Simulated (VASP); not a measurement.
An input for Quantum ESPRESSO's pw.x (written as the equivalent of a VASP run, and not itself run):

```
&CONTROL
  calculation = 'scf'
  pseudo_dir = './pseudo'
  outdir = './out'
  tprnfor = .true.
  tstress = .true.
/
&SYSTEM
  ibrav = 0
  nat = 5
  ntyp = 3
  ecutwfc = 84
  occupations = 'smearing'
  smearing = 'fermi-dirac'
  degauss = 0.00147
  input_dft = 'pbesol'
/
&ELECTRONS
  conv_thr = 7.3e-08
  electron_maxstep = 100
/
ATOMIC_SPECIES
  Ca 40.078 Ca.upf
  Sb 121.760 Sb.upf
  N 14.007 N.upf
CELL_PARAMETERS angstrom
     4.8601800    0.0000000    0.0000000
     0.0000000    4.8601800    0.0000000
     0.0000000    0.0000000    4.8601800
ATOMIC_POSITIONS crystal
  Ca   0.0000000  0.5000000  0.5000000
  Ca   0.5000000  0.0000000  0.5000000
  Ca   0.5000000  0.5000000  0.0000000
  Sb   0.0000000  0.0000000  0.0000000
  N    0.5000000  0.5000000  0.5000000
K_POINTS automatic
  6 6 6 0 0 0
```

Q: Write the VASP files for the same calculation (PBEsol).

A: One answer among several that fit: 
KPOINTS:
```
Regular mesh
0
G
  6 6 6
```

### POSCAR
```
Ca3SbN
1
    4.8601800000     0.0000000000     0.0000000000
    0.0000000000     4.8601800000     0.0000000000
    0.0000000000     0.0000000000     4.8601800000
Ca Sb N
3 1 1
Direct
  0.0000000000   0.5000000000   0.5000000000
  0.5000000000   0.0000000000   0.5000000000
  0.5000000000   0.5000000000   0.0000000000
  0.0000000000   0.0000000000   0.0000000000
  0.5000000000   0.5000000000   0.5000000000
```

INCAR:
```
LASPH = .TRUE.
ALGO = Normal
ENCUT = 400   ! plane-wave cut-off (eV)
LWAVE = .FALSE.
LCHARG = .FALSE.
LREAL = .FALSE.
EDIFF = 1E-6
SYSTEM = Ca3SbN
ISIF = 2
LMAXMIX = 4
PREC = Accurate
NELM = 100   ! most electronic steps
GGA = PS   ! PBEsol
SIGMA = 0.02
ISMEAR = -1   ! Fermi-Dirac
```

POTCAR, in this order: Ca_sv Sb N (PBE.64 set). Program: vasp_std.

Limits of the translation: the potentials are each code's own (VASP's PAW set, PseudoDojo norm-conserving files in pw.x), so ENCUT and ecutwfc are chosen apart and not converted; conv_thr bounds pw.x's estimated SCF error, while EDIFF bounds the energy change between steps.

The structure comes from a computed database's Ca3SbN entry (Pm-3m); how it stands against other phases isn't given here. The cell was not relaxed at this level. The run is one of a series of settings (GGA = PS, POTCAR Ca_sv Sb N (PBE.64 set) against the base run), some of them coarse on purpose.
